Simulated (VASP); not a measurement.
Given:

```xyz
2
Lattice="1.3923 -2.4115 0.0000 1.3923 2.4115 0.0000 0.0000 0.0000 4.4064" Properties=species:S:1:pos:R:3 pbc="T T T"
Os     1.3923     0.8038     1.1016
Os     1.3923    -0.8038     3.3048
```
Cell charge -0.02.

All values below come from PBE GGA, VASP's PBE PAW potentials (set 64) (plane waves; VASP). Run with NELECT = 16.02, 400 eV cut-off, 14×14×8 Γ-centred mesh, Gaussian smearing of 0.050 eV, potentials Os.

The cell is charged, with a uniform compensating background.

Q: Give the stress tensor in GPa (positive for a compressed cell).

A: 
```
-10.84    0.00    0.00
  0.00  -10.84    0.00
  0.00    0.00  -13.89
```
The pressure is its mean diagonal, -11.85 GPa.

The compound is Os in the hcp structure. The cell was not relaxed at this level. The run is one of a series of settings (ISMEAR = 0, NELECT = 16.02, SIGMA = 0.05 against the base run), some of them coarse on purpose.
